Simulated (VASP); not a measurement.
Level of theory: PBE GGA with D3 dispersion (zero damping), VASP's PBE PAW potentials (set 64) (plane waves; VASP).

Input for VASP

INCAR:
```
SYSTEM  =  CdF2
PREC  =  Accurate; ENCUT  =  520; LREAL  =  .FALSE.
LASPH  =  .TRUE.
EDIFF  =  1E-7; NELM  =  100; ALGO  =  Normal
LMAXMIX  =  4
ISMEAR  =  0; SIGMA  =  0.05
GGA  =  PE; IVDW  =  11
ISIF  =  2
LWAVE  =  .FALSE.; LCHARG  =  .FALSE.
```

**POSCAR**
```
CdF2
1
    0.0000000000     2.7030813397     2.7030813397
    2.7030813397     0.0000000000     2.7030813397
    2.7030813397     2.7030813397     0.0000000000
Cd F
1 2
Direct
  0.0000000000   0.0000000000   0.0000000000
  0.2500000000   0.2500000000   0.2500000000
  0.7500000000   0.7500000000   0.7500000000
```

**KPOINTS**
```
Automatic mesh
0
Gamma
7 7 7
0 0 0
```

POTCAR, in this order: Cd F (PBE.64 set). Program: vasp_std.

The resulting files:

**OUTCAR**
```
 ion  position               nearest neighbor table
   1  0.000  0.000  0.000-   3 2.34   3 2.34   3 2.34   2 2.34   3 2.34   2 2.34   2 2.34   2 2.34
  LATTYP: Found a face centered cubic cell.
 ALAT       =     5.4061626794
 Subroutine PRICEL returns:
 Original cell was already a primitive cell.
 Subroutine GETGRP returns: Found 48 space group operations
The static configuration has the point symmetry O_h .
The dynamic configuration has the point symmetry O_h .
 Subroutine INISYM returns: Found 48 space group operations
 Subroutine IBZKPT returns following result:
 Found     20 irreducible k-points:

 Following reciprocal coordinates:
            Coordinates               Weight
  0.000000  0.000000  0.000000      1.000000
  0.142857  0.000000  0.000000      8.000000
  0.285714  0.000000  0.000000      8.000000
  0.428571  0.000000  0.000000      8.000000
  0.142857  0.142857  0.000000      6.000000
  0.285714  0.142857  0.000000     24.000000
  0.428571  0.142857  0.000000     24.000000
 -0.428571  0.142857  0.000000     24.000000
 -0.285714  0.142857  0.000000     24.000000
 -0.142857  0.142857  0.000000     12.000000
  0.285714  0.285714  0.000000      6.000000
  0.428571  0.285714  0.000000     24.000000
 -0.428571  0.285714  0.000000     24.000000
 -0.285714  0.285714  0.000000     12.000000
  0.428571  0.428571  0.000000      6.000000
 -0.428571  0.428571  0.000000     12.000000
  0.428571  0.285714  0.142857     24.000000
 -0.428571  0.285714  0.142857     48.000000
 -0.428571  0.428571  0.142857     24.000000
 -0.285714  0.428571  0.142857     24.000000
   k-points           NKPTS =     20   k-points in BZ     NKDIM =     20   number of bands    NBANDS=     17
   number of dos      NEDOS =    301   number of ions     NIONS =      3
   total plane-waves  NPLWV =  21952
   dimension x,y,z NGX =    28 NGY =   28 NGZ =   28
   dimension x,y,z NGXF=    56 NGYF=   56 NGZF=   56
   ions per type =               1   2
   PREC   = accura    normal or accurate (medium, high low for compatibility)
   ISTART =      0    job   : 0-new  1-cont  2-samecut
   ICHARG =      2    charge: 1-file 2-atom 10-const
   ISPIN  =      1    spin polarized calculation?
   LNONCOLLINEAR =      F non collinear calculations
   LSORBIT =      F    spin-orbit coupling
   INIWAV =      1    electr: 0-lowe 1-rand  2-diag
   ENCUT  =  520.0 eV  38.22 Ry    6.18 a.u.   7.11  7.11  7.11*2*pi/ulx,y,z
   NELM   =    100;   NELMIN=  2; NELMDL= -5     # of ELM steps
   EDIFF  = 0.1E-06   stopping-criterion for ELM
   LREAL  =      F    real-space projection
   NLSPLINE    = F    spline interpolate recip. space projectors
   LMAXMIX     =    4 max onsite mixed and CHGCAR
   VOSKOWN=      0    Vosko Wilk Nusair interpolation
   EDIFFG = 0.1E-05   stopping-criterion for IOM
   NSW    =      0    number of steps for IOM
   NBLOCK =      1;   KBLOCK =      1    inner block; outer block
   IBRION =     -1    ionic relax: 0-MD 1-quasi-New 2-CG
   NFREE  =      0    steps in history (QN), initial steepest desc. (CG)
   ISIF   =      2    stress and relaxation
   ISYM   =      2    0-nonsym 1-usesym 2-fastsym
   TEIN   =    0.0    initial temperature
   TEBEG  =    0.0;   TEEND  =   0.0 temperature during run
   SMASS  =  -3.00    Nose mass-parameter (am)
   PSTRESS=    0.0 pullay stress
   NELECT =      26.0000    total number of electrons
   EFERMI =   0.00;   METHOD = LEGACY
   ISMEAR =     0;   SIGMA  =   0.05  broadening in eV -4-tet -1-fermi 0-gaus
   IALGO  =     38    algorithm
   LDIAG  =      T    sub-space diagonalisation (order eigenvalues)
   IMIX   =      4    mixing-type and parameters
     AMIX     =   0.40;   BMIX     =  1.00
     AMIX_MAG =   1.60;   BMIX_MAG =  1.00
     AMIN     =   0.10
...
```

File OSZICAR:
```
       N       E                     dE             d eps       ncg     rms          rms(c)
DAV:   1     0.203456376655E+03    0.20346E+03   -0.15891E+04   704   0.155E+03
DAV:   2    -0.375410576832E+01   -0.20721E+03   -0.20144E+03   758   0.384E+02
DAV:   3    -0.125523632302E+02   -0.87983E+01   -0.87805E+01   743   0.893E+01
DAV:   4    -0.125943896507E+02   -0.42026E-01   -0.42013E-01   771   0.631E+00
DAV:   5    -0.125945302200E+02   -0.14057E-03   -0.14057E-03   771   0.326E-01    0.103E+01
DAV:   6    -0.108484822732E+02    0.17460E+01   -0.52626E+00   886   0.441E+01    0.752E+00
DAV:   7    -0.108892034714E+02   -0.40721E-01   -0.85835E-01   685   0.981E+00    0.435E+00
DAV:   8    -0.108820790831E+02    0.71244E-02   -0.15519E-01   739   0.405E+00    0.722E-01
DAV:   9    -0.108732714486E+02    0.88076E-02   -0.40488E-02   844   0.255E+00    0.909E-02
DAV:  10    -0.108738309670E+02   -0.55952E-03   -0.29930E-03   701   0.693E-01    0.115E-01
DAV:  11    -0.108739138961E+02   -0.82929E-04   -0.13912E-04   730   0.150E-01    0.408E-02
DAV:  12    -0.108739434417E+02   -0.29546E-04   -0.60216E-05   700   0.724E-02    0.173E-02
DAV:  13    -0.108739452029E+02   -0.17611E-05   -0.51624E-06   765   0.202E-02    0.461E-03
DAV:  14    -0.108739451144E+02    0.88494E-07   -0.88168E-07   689   0.145E-02
   1 F= -.11338525E+02 E0= -.11338525E+02  d E =-.101893E-18
```

**OUTCAR**
```
------------------------ aborting loop because EDIFF is reached ----------------------------------------
 Edisp (eV)   -0.46458
  FORCE on cell =-STRESS in cart. coord.  units (eV):
  Direction    XX          YY          ZZ          XY          YZ          ZX
  --------------------------------------------------------------------------------------
  Total       0.87438     0.87438     0.87438     0.00000    -0.00000    -0.00000
  in kB      35.46517    35.46517    35.46517     0.00000    -0.00000    -0.00000
  external pressure =       35.47 kB  Pullay stress =        0.00 kB
  volume of cell :       39.50
      direct lattice vectors                 reciprocal lattice vectors
     0.000000000  2.703081340  2.703081340    -0.184974086  0.184974086  0.184974086
     2.703081340  0.000000000  2.703081340     0.184974086 -0.184974086  0.184974086
     2.703081340  2.703081340  0.000000000     0.184974086  0.184974086 -0.184974086
 POSITION                                       TOTAL-FORCE (eV/Angst)
 -----------------------------------------------------------------------------------
      0.00000      0.00000      0.00000        -0.000000      0.000000      0.000000
      1.35154      1.35154      1.35154        -0.000000     -0.000000     -0.000000
      4.05462      4.05462      4.05462         0.000000      0.000000      0.000000
 -----------------------------------------------------------------------------------
    total drift:                                0.000000      0.000000      0.000000
  FREE ENERGIE OF THE ION-ELECTRON SYSTEM (eV)
  ---------------------------------------------------
  free  energy   TOTEN  =       -11.3385254525 eV

  energy  without entropy=      -11.3385254525  energy(sigma->0) =      -11.33852545
```
(Selected blocks of OUTCAR.)

The compound is CdF2 in the fluorite structure. This cell is one point of a volume scan, at 0.97 of the reference volume.
